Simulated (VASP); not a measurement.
Data:

```
CELL_PARAMETERS angstrom
      2.76814     0.00000     0.00000
     -1.38407     2.39728     0.00000
      0.00000     0.00000    26.39633
ATOMIC_POSITIONS crystal
  Pd 0.66667 0.33333 0.32853
  Pd 0.33333 0.66667 0.41464
  Pd 0.00000 0.00000 0.50000
  Pd 0.66667 0.33333 0.58536
  Pd 0.33333 0.66667 0.67147
```

Computed with r2SCAN meta-GGA, VASP's PBE PAW potentials (set 64) (plane waves; VASP 6.6.1). Settings: PREC = Normal, 400 eV cut-off, 11×11×1 Γ-centred mesh, first-order Methfessel-Paxton smearing of 0.10 eV, potentials Pd.

Task: What does the run give for the energy per atom (σ→0), band gap (on the k-mesh) with the smallest direct gap where there is one?

Result: 
```json
{
  "band gap (on the k-mesh)": "none (metal, semimetal or under 0.01 eV)",
  "energy per atom (σ→0)": "-22686 meV/atom"
}
```

The absolute energy has meaning only against runs of the same code, potentials and settings.

The cell is a thin slab with vacuum, built from Pd (fcc): (111) face.
